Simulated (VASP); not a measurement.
Given:

```
CELL_PARAMETERS angstrom
      0.00000     2.99370     2.99370
      2.99370     0.00000     2.99370
      2.99370     2.99370     0.00000
ATOMIC_POSITIONS crystal
  In 0.00000 0.00000 0.00000
  P  0.25000 0.25000 0.25000
```

Level of theory: PBE GGA, VASP's PBE PAW potentials (set 64) (plane waves; VASP). Run with PREC = Normal, 400 eV cut-off, 7×7×7 Γ-centred mesh, Gaussian smearing of 0.050 eV, potentials In_d P.

Unless said otherwise, spin-orbit coupling is left out, though it shifts the bands of the heavy elements here.

**Question.** Predict the energy per atom (σ→0), band gap (on the k-mesh) with the smallest direct gap where there is one.

**Answer.** 
```yaml
band gap (on the k-mesh): 0.36 eV
smallest direct gap (on the k-mesh): 0.36 eV
energy per atom (σ→0): -405.3 kJ/mol of atoms
```

Only differences to runs with the same potentials and settings are physical.

The compound is InP in the zinc blende structure. The cell was not relaxed at this level. The run is one of a series of settings (PREC = Normal against the base run), some of them coarse on purpose.
